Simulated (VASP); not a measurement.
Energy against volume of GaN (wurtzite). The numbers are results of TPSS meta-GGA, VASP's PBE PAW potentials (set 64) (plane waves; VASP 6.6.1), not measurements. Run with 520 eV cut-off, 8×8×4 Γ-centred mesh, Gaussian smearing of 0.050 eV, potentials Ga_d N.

Shape and ions are relaxed at each volume.

```csv
V (Å³/atom),E (eV/atom)
11.264,-11.00568
11.612,-11.01242
11.961,-11.00712
12.309,-10.99165
```

### Question
Fit these four points and predict the energy of the run at 10.916 Å³/atom.

### Answer
A cubic in V^(−2/3), the third-order Birch-Murnaghan form, passes through the four points with V0 = 11.62 Å³/atom and B0 = 183 GPa, and gives -10.9847 eV/atom there. The run gave -10.9847 eV/atom, +0.1 meV/atom from the fit; all five points give B0 = 183 GPa.

The compound is GaN in the wurtzite structure. It was relaxed first.
